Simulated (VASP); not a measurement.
A convergence study with VASP on Co (space group no. 194 when undisturbed): one setting is varied, all else stays as given below, so the limit is that of these other settings. One atom is moved off its site, so that forces are finite.

```
Co
1.0
    1.26127    -2.18459     0.00000
    1.26127     2.18459     0.00000
    0.00000     0.00000     4.09035
Co
2
Cartesian
  1.26127   0.72820   1.07259
  1.26128  -0.72820   3.06776
```
Starting moments (μB, in the order of the record's atoms Co Co): 2.0 2.0.

Method: LDA (Ceperley-Alder, Perdew-Zunger), VASP's LDA PAW potentials (set 64) (plane waves; VASP 6.6.1). The tightest run used: 300 eV cut-off, 21×21×12 Γ-centred mesh, Fermi-Dirac smearing of 0.10 eV, potentials Co.

```tsv
setting	E (eV/atom)	pressure (GPa)	largest force (eV/Å)	moment (μB)	irreducible k-points
3×3×2 mesh	-7.8957	-20.85	0.020	3.351	6
4×4×2 mesh	-8.0056	-22.99	0.129	3.305	8
4×4×3 mesh	-8.0316	-25.74	0.207	2.975	9
5×5×3 mesh	-7.9926	-23.11	0.186	3.400	12
6×6×3 mesh	-8.0504	-24.90	0.215	3.185	17
6×6×4 mesh	-8.0350	-24.94	0.188	3.155	24
7×7×4 mesh	-8.0052	-24.86	0.211	3.110	28
8×8×4 mesh	-8.0235	-24.49	0.194	3.180	35
```

### Question
These are the cheaper rows. Estimate the results at 21×21×12 mesh, and how far the last row shown lies from them.

### Answer

```
quantity              tightest run  last row shown is off by
--------------------  ------------  ------------------------
E (eV/atom)                -8.0195                   -0.0040
pressure (GPa)              -24.76                      0.27
largest force (eV/Å)         0.198                    -0.004
moment (μB)                  3.143                     0.037
```

Left out are rungs that failed or repeat a setting and relaxations that didn't move; long series are thinned to 24 rows.

The structure is a typed Co crystal (space group no. 194). The cell was not relaxed at this level, it is distorted from the ideal structure. The spin order is the one that the start imposed; others were not tried in this run.
